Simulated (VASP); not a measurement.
OSZICAR of a VASP run on InAs (zinc blende):

OSZICAR:
```
       N       E                     dE             d eps       ncg     rms          rms(c)
DAV:   1     0.109421565202E+03    0.10942E+03   -0.81375E+03   525   0.142E+03
DAV:   2    -0.510139121977E-01   -0.10947E+03   -0.10613E+03   530   0.315E+02
DAV:   3    -0.774369736774E+01   -0.76927E+01   -0.76398E+01   680   0.890E+01
DAV:   4    -0.793898539041E+01   -0.19529E+00   -0.19515E+00   563   0.161E+01
DAV:   5    -0.794893740628E+01   -0.99520E-02   -0.99515E-02   779   0.322E+00    0.452E+00
DAV:   6    -0.769568690664E+01    0.25325E+00   -0.45535E-01   778   0.126E+01    0.252E+00
DAV:   7    -0.767174055687E+01    0.23946E-01   -0.14295E-01   735   0.372E+00    0.720E-01
DAV:   8    -0.767271007393E+01   -0.96952E-03   -0.13843E-02   628   0.170E+00    0.209E-01
DAV:   9    -0.767333930319E+01   -0.62923E-03   -0.12069E-03   625   0.414E-01    0.122E-01
DAV:  10    -0.767347724362E+01   -0.13794E-03   -0.20896E-04   704   0.215E-01    0.787E-02
DAV:  11    -0.767351836657E+01   -0.41123E-04   -0.16335E-04   560   0.160E-01    0.708E-02
DAV:  12    -0.767352138964E+01   -0.30231E-05   -0.15117E-05   545   0.378E-02    0.144E-02
DAV:  13    -0.767352168178E+01   -0.29214E-06   -0.28016E-06   645   0.120E-02
   1 F= -.76735217E+01 E0= -.76734092E+01  d E =-.767352E+01
       N       E                     dE             d eps       ncg     rms          rms(c)
DAV:   1    -0.891525239207E+01   -0.12417E+01   -0.34911E+01   660   0.139E+02    0.640E+00
DAV:   2    -0.791638758548E+01    0.99886E+00   -0.19935E+00   625   0.317E+01    0.268E+00
DAV:   3    -0.771140773976E+01    0.20498E+00   -0.73516E-01   670   0.180E+01    0.109E+00
DAV:   4    -0.771027762807E+01    0.11301E-02   -0.29175E-02   545   0.198E+00    0.736E-01
DAV:   5    -0.770714858286E+01    0.31290E-02   -0.21052E-03   588   0.514E-01    0.403E-01
DAV:   6    -0.770654703215E+01    0.60155E-03   -0.12084E-03   661   0.416E-01    0.437E-02
DAV:   7    -0.770654766131E+01   -0.62915E-06   -0.10950E-04   640   0.200E-01    0.259E-02
DAV:   8    -0.770654875209E+01   -0.10908E-05   -0.38325E-05   630   0.115E-01    0.345E-03
DAV:   9    -0.770654948094E+01   -0.72885E-06   -0.12162E-06   463   0.125E-02
   2 F= -.77065495E+01 E0= -.77064370E+01  d E =-.330278E-01
       N       E                     dE             d eps       ncg     rms          rms(c)
DAV:   1    -0.781888995588E+01   -0.11234E+00   -0.26628E+00   665   0.332E+01    0.212E+00
DAV:   2    -0.772720202041E+01    0.91688E-01   -0.20482E-01   630   0.115E+01    0.735E-01
DAV:   3    -0.771249905261E+01    0.14703E-01   -0.45298E-02   675   0.468E+00    0.426E-01
DAV:   4    -0.771237945460E+01    0.11960E-03   -0.16907E-03   530   0.413E-01    0.297E-01
DAV:   5    -0.771218901112E+01    0.19044E-03   -0.23341E-04   618   0.163E-01    0.109E-01
DAV:   6    -0.771219781962E+01   -0.88085E-05   -0.92820E-05   802   0.121E-01    0.276E-02
DAV:   7    -0.771219105698E+01    0.67626E-05   -0.11541E-05   660   0.563E-02    0.387E-03
DAV:   8    -0.771219120883E+01   -0.15185E-06   -0.97069E-07   310   0.218E-02
   3 F= -.77121912E+01 E0= -.77120788E+01  d E =-.386695E-01
```

Which electronic solver shows in the log?

It is blocked Davidson (ALGO = Normal, or the opening steps of other solvers). The INCAR had ALGO = Normal.

Can the final energy be trusted as converged?

Self-consistency was reached. It stopped with EDIFF = 1E-6, NELM = 100, NSW = 60 and EDIFFG = -0.01 after 3 ionic steps (PBE GGA, plane waves, VASP's PBE PAW potentials (set 64)). Energy and stress use the plane-wave basis of the starting cell.

The compound is InAs in the zinc blende structure. This run relaxes it. Symmetry was kept, so distortions that lower it aren't found.
